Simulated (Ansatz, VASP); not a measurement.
# HCl: VASP beside Ansatz, part 2 of 2

Wanted: the spread between two codes on one cell, functional and k mesh. The structure shown is the end of the Ansatz relaxation below.

VASP 6.6.1 and Ansatz 0.2.0.

So far: The structure; Ansatz: relaxation, PBEsol; VASP: single point, PBEsol, pair 1; Side by side; VASP: single point, PBEsol, pair 2.

### 6. VASP: single point, PBEsol, pair 2 (continued)

Level of this step: PBEsol; plane waves and PAW (H, Cl) (VASP).

Numbers of over 12 decimals in the logs are rounded to 6 here.

Parts of OUTCAR (step 6):

```text
  Total       -0.0773335     -0.0119782     -0.0119983      0.0000000      0.0000000      0.0000000
  in kB       -2.9338429     -0.4544242     -0.4551847      0.0000000      0.0000000      0.0000000
  external PRESSURE =      -1.2811506 kB  Pullay stress =       0.0000000 kB

 POSITION                                       TOTAL-FORCE (eV/Angst)
 -----------------------------------------------------------------------------------
      0.00000      0.00000      0.00000         0.000000      0.000000      0.000000
      1.53324      3.71102      3.71114        -0.000000      0.000000      0.000000
 -----------------------------------------------------------------------------------
    total drift:                               -0.000000     -0.000000      0.000000

  FREE ENERGIE OF THE ION-ELECTRON SYSTEM (eV)
  ---------------------------------------------------
  free  energy   TOTEN  =        -5.7484238353 eV

  energy  without entropy=       -5.7484238353  energy(sigma->0) =       -5.74842384

[... 1 part as in an earlier step ...]

[... 2 further parts left out ...]
[key lines of the parts left out:]
E-fermi :  -1.6175
```

The run ends at a pressure of -0.13 GPa.

### 7. Comparison

Compared:

```
              quantity  Ansatz   VASP  difference
        pressure (GPa)    0.05  -0.13       +0.18
gap on the k mesh (eV)   2.859  2.913      -0.055
```

A gap on the mesh is an upper bound, since the band edges may lie between its points.

### 8. Ansatz: relaxation, PBEsol

This run makes the geometry at which the two programs are then compared. The cell compared in this pair holds 46.15 Å³, against 42.23 Å³ for the pair before.

The structure compared here is the end of the Ansatz relaxation.

input.yaml

```yaml
crystal:
  lattice:
    - [0.0, 3.8414917692, 3.8416598448]
    - [1.5636040489, 0.0, 3.8416598448]
    - [1.5636040489, 3.8414917692, 0.0]
  atoms:
    - { symbol: H, position: [0.0, 0.0, 0.0] }
    - { symbol: Cl, position: [0.5, 0.5, 0.5] }
kpoints:
  mp_grid: { grid: [8, 8, 8] }
hamiltonian:
  xc: pbesol
scf:
  occupations: { method: gaussian, width: 0.02 }
output:
  forces: true
  stress: true
  eigenvalues: true
relax:
  adjacent_minimum: "off"
  f_tol: 0.001
  max_steps: 60
  cell: { stress_tol: 0.02, fix: [volume] }
```

Run with:

```
$ ansatz run input.yaml --threads 4 --pin off --max-ram 8192MiB --backend cpu --events-out ev --progress --plain --runs-dir out
```

The program printed:

```text
[...]
Crystal: 2 atoms, lattice volume = 46.150 Å³
Basis set: ecut = 420 eV, 909 PW (Γ), exchange–correlation on 80×60×60 points (8 copies of the dense FFT grid, shifted against one another)
Bands: 8, of which v1, the nominal top of the filled ones, is band 4 counted from 1 (3 counted from 0)
Symmetry: 8 space group operations
[...]
k-points: 95 of 512
[...]
P = ⅓ Tr σ = -0.0524 GPa (-0.524 kbar)
--- Band table (eV; the first three rows and the last of 95) ---
[...]
--- Relaxed structure (4 steps of the walk, 4 accepted, 1 SCFs on fresh bases) ---
[...]
cell:  # Å, volume = 46.1504 Å³
    - [0, 3.878703, 3.878854]
    - [1.533754, 4.090923522526219e-18, 3.878854]
    - [1.533754, 3.878703, 4.090744541446845e-18]
  atoms:
    - { symbol: H, position: [0, 0, 0] }
    - { symbol: Cl, position: [0.5, 0.5, 0.5] }
[key lines of the parts left out:]
SCF converged after 5 iterations
Free energy (F): -1076.901568 eV
Fermi energy:    -1.365646 eV
```

### 9. VASP: single point, PBEsol, pair 3

The same cell, functional, mesh and smearing now go to VASP, with its own data sets.

INCAR

```
SYSTEM = HCl
PREC = Accurate
ENCUT = 500
EDIFF = 1E-06
NELM = 120
ISMEAR = 0
SIGMA = 0.02
LREAL = .FALSE.
ALGO = Normal
GGA = PS
NBANDS = 10
LORBIT = 11
LWAVE = .FALSE.
LCHARG = .FALSE.
ISIF = 2
LASPH = .TRUE.
GGA_COMPAT = .FALSE.
EFERMI = MIDGAP
```

POSCAR

```
HCl
1.0
    0.0000000000      3.8787026694      3.8788542226
    1.5337538095      0.0000000000      3.8788542226
    1.5337538095      3.8787026694      0.0000000000
H Cl
1 1
Direct
    0.0000000000      0.0000000000      0.0000000000
    0.5000000000      0.5000000000      0.5000000000
```

KPOINTS

```
Automatic mesh
0
Gamma
8 8 8
0 0 0
```

Potentials, in the order of the species: H and Cl (PBE family, release 64).

Run with:

```
$ mpirun -np 1 vasp_std
```

The program printed:

```text
[... set-up lines as in an earlier step ...]
 entering main loop
       N       E                     dE             d eps       ncg     rms          rms(c)
DAV:   1     0.321390881996E+02    0.32139E+02   -0.30318E+03  1900   0.591E+02
DAV:   2    -0.366430179171E+01   -0.35803E+02   -0.34632E+02  2354   0.113E+02
DAV:   3    -0.578204170935E+01   -0.21177E+01   -0.21155E+01  2360   0.315E+01
DAV:   4    -0.579843531645E+01   -0.16394E-01   -0.16392E-01  2634   0.312E+00
[...]
DAV:   9    -0.574819905605E+01   -0.79945E-04   -0.12381E-04  2398   0.783E-02    0.262E-02
DAV:  10    -0.574823547098E+01   -0.36415E-04   -0.31601E-05  2176   0.378E-02    0.739E-03
DAV:  11    -0.574823613692E+01   -0.66594E-06   -0.84523E-07  2814   0.660E-03
   1 F= -.57482361E+01 E0= -.57482361E+01  d E =0.000000E+00
```

Parts of OUTCAR (step 9):

```text
  Total       -0.1072572     -0.0385395     -0.0385469      0.0000000      0.0000000      0.0000000
  in kB       -3.7235864     -1.3379533     -1.3382109      0.0000000      0.0000000      0.0000000
  external PRESSURE =      -2.1332502 kB  Pullay stress =       0.0000000 kB

 POSITION                                       TOTAL-FORCE (eV/Angst)
 -----------------------------------------------------------------------------------
      0.00000      0.00000      0.00000         0.000000      0.000000      0.000000
      1.53375      3.87870      3.87885         0.000000     -0.000000      0.000000
 -----------------------------------------------------------------------------------
    total drift:                               -0.000000     -0.000000      0.000000

  FREE ENERGIE OF THE ION-ELECTRON SYSTEM (eV)
  ---------------------------------------------------
  free  energy   TOTEN  =        -5.7482361369 eV

  energy  without entropy=       -5.7482361369  energy(sigma->0) =       -5.74823614

[... 1 part as in an earlier step ...]

[... 2 further parts left out ...]
[key lines of the parts left out:]
E-fermi :  -2.0446
```

The run ends at a pressure of -0.21 GPa.

### 10. Side by side

Compared:

```
              quantity  Ansatz   VASP  difference
        pressure (GPa)   -0.05  -0.21       +0.16
gap on the k mesh (eV)   2.941  2.996      -0.055
```

A gap on the mesh is an upper bound, since the band edges may lie between its points.

### 11. Results

```
difference in gap on the k mesh (single point, PBEsol, pair 1) : -0.054 eV
difference in gap on the k mesh (single point, PBEsol, pair 2) : -0.055 eV
difference in gap on the k mesh (single point, PBEsol, pair 3) : -0.055 eV
```

The difference in gap on the k mesh is -0.055 eV (single point, PBEsol, pair 3), within the 0.08 eV picked in this series as the mark of a large difference. VASP runs on this material, other cells of it included, that failed, so that no pair exists: single point, PBEsol (refused). 3 further runs of this series are not shown here. Such differences can come from data sets, numerical settings and the points named under the comparisons, not from the functional's error against experiment.

[Lines on the potential files, build, host, timing and source positions are cut from VASP's logs without a mark.]

[Logs are printed without paths, hosts, clocks, repeated set-up lines and the standing remarks that a program may print on its own settings, such as how far it seeks lower states.]

[Hosts, paths, dates, database ids (printed as entryN), source tags and the programs' standing remarks are cut or masked in the printed files.]
